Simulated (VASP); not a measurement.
Data:

```yaml
crystal:
  lattice:
    - [7.24888, 0.00000, 0.00000]
    - [0.00000, 7.24888, 0.00000]
    - [0.00000, 0.00000, 7.24888]
  atoms:
    - { symbol: B, position: [0.49834, 0.99823, 0.99860] }
    - { symbol: B, position: [0.75083, 0.24870, 0.99935] }
    - { symbol: B, position: [0.75089, 0.99901, 0.24911] }
    - { symbol: B, position: [0.99896, 0.00062, 0.00096] }
    - { symbol: B, position: [0.24775, 0.24873, 0.99856] }
    - { symbol: B, position: [0.49832, 0.50127, 0.99939] }
    - { symbol: B, position: [0.75080, 0.75180, 0.99860] }
    - { symbol: B, position: [0.24776, 0.99819, 0.24914] }
    - { symbol: B, position: [0.48074, 0.23115, 0.23152] }
    - { symbol: B, position: [0.76840, 0.51884, 0.23150] }
    - { symbol: B, position: [0.49832, 0.99899, 0.50162] }
    - { symbol: B, position: [0.76841, 0.23113, 0.51920] }
    - { symbol: B, position: [0.75081, 0.99815, 0.75212] }
    - { symbol: B, position: [0.00137, 0.50123, 0.99859] }
    - { symbol: B, position: [0.25011, 0.74947, 0.00098] }
    - { symbol: B, position: [0.00057, 0.24872, 0.24911] }
    - { symbol: B, position: [0.24863, 0.50127, 0.24906] }
    - { symbol: B, position: [0.49835, 0.75098, 0.24907] }
    - { symbol: B, position: [0.00145, 0.99815, 0.50163] }
    - { symbol: B, position: [0.24862, 0.24871, 0.50165] }
    - { symbol: B, position: [0.48078, 0.51874, 0.51918] }
    - { symbol: B, position: [0.75084, 0.75093, 0.50157] }
    - { symbol: B, position: [0.25018, 0.00057, 0.74971] }
    - { symbol: B, position: [0.49832, 0.24869, 0.75133] }
    - { symbol: B, position: [0.75088, 0.50127, 0.75131] }
    - { symbol: B, position: [0.00139, 0.75177, 0.24911] }
    - { symbol: B, position: [0.00058, 0.50125, 0.50163] }
    - { symbol: B, position: [0.24781, 0.75172, 0.50158] }
    - { symbol: B, position: [0.00140, 0.24871, 0.75211] }
    - { symbol: B, position: [0.24778, 0.50121, 0.75217] }
    - { symbol: B, position: [0.49835, 0.75175, 0.75214] }
    - { symbol: B, position: [0.99899, 0.74935, 0.74975] }
    - { symbol: N, position: [0.62394, 0.12090, 0.12124] }
    - { symbol: N, position: [0.87865, 0.37561, 0.12126] }
    - { symbol: N, position: [0.87870, 0.12088, 0.37605] }
    - { symbol: N, position: [0.12407, 0.12454, 0.12486] }
    - { symbol: N, position: [0.37048, 0.37436, 0.12124] }
    - { symbol: N, position: [0.62518, 0.62907, 0.12125] }
    - { symbol: N, position: [0.87507, 0.87550, 0.12485] }
    - { symbol: N, position: [0.37047, 0.12091, 0.37471] }
    - { symbol: N, position: [0.87867, 0.62906, 0.37469] }
    - { symbol: N, position: [0.62520, 0.12086, 0.62945] }
    - { symbol: N, position: [0.87868, 0.37432, 0.62948] }
    - { symbol: N, position: [0.87505, 0.12448, 0.87582] }
    - { symbol: N, position: [0.12503, 0.62547, 0.12484] }
    - { symbol: N, position: [0.37406, 0.87456, 0.12485] }
    - { symbol: N, position: [0.12457, 0.37500, 0.37535] }
    - { symbol: N, position: [0.37054, 0.62902, 0.37597] }
    - { symbol: N, position: [0.62459, 0.87500, 0.37533] }
    - { symbol: N, position: [0.12509, 0.12448, 0.62586] }
    - { symbol: N, position: [0.37049, 0.37560, 0.62952] }
    - { symbol: N, position: [0.62394, 0.62906, 0.62949] }
    - { symbol: N, position: [0.87506, 0.87445, 0.62585] }
    - { symbol: N, position: [0.37409, 0.12449, 0.87488] }
    - { symbol: N, position: [0.62456, 0.37499, 0.87534] }
    - { symbol: N, position: [0.87504, 0.62548, 0.87490] }
    - { symbol: N, position: [0.12458, 0.87495, 0.37537] }
    - { symbol: N, position: [0.12411, 0.62544, 0.62588] }
    - { symbol: N, position: [0.37411, 0.87542, 0.62587] }
    - { symbol: N, position: [0.12458, 0.37499, 0.87537] }
    - { symbol: N, position: [0.37406, 0.62550, 0.87587] }
    - { symbol: N, position: [0.62458, 0.87498, 0.87535] }
    - { symbol: N, position: [0.12457, 0.87502, 0.87535] }
    - { symbol: S, position: [0.62459, 0.37496, 0.37534] }
```

All values below come from HSE06 screened hybrid, VASP's PBE PAW potentials (set 64) (plane waves; VASP). Settings: PREC = Normal, LREAL = Auto, ISYM = 0, EDIFF = 1E-5, 400 eV cut-off, 1×1×1 Γ-centred mesh, Gaussian smearing of 0.050 eV, potentials B N S. Starting moments (MAGMOM): 64*0.0156. The cell's moment is fixed (NUPDOWN = 1).

The supercell is sampled at Γ alone, which is coarse: total energies, pressure and levels can be off, energies of defects by several tenths of an eV.

Estimate the cell moment, energy per atom (σ→0).

- cell moment = 1.00 μB
- energy per atom (σ→0) = -9.961 eV/atom

Only differences to runs with the same potentials and settings are physical.

The cell is a supercell with a defect, built from BN (zinc blende): S_N. The cell's shape comes from a PBE relaxation.
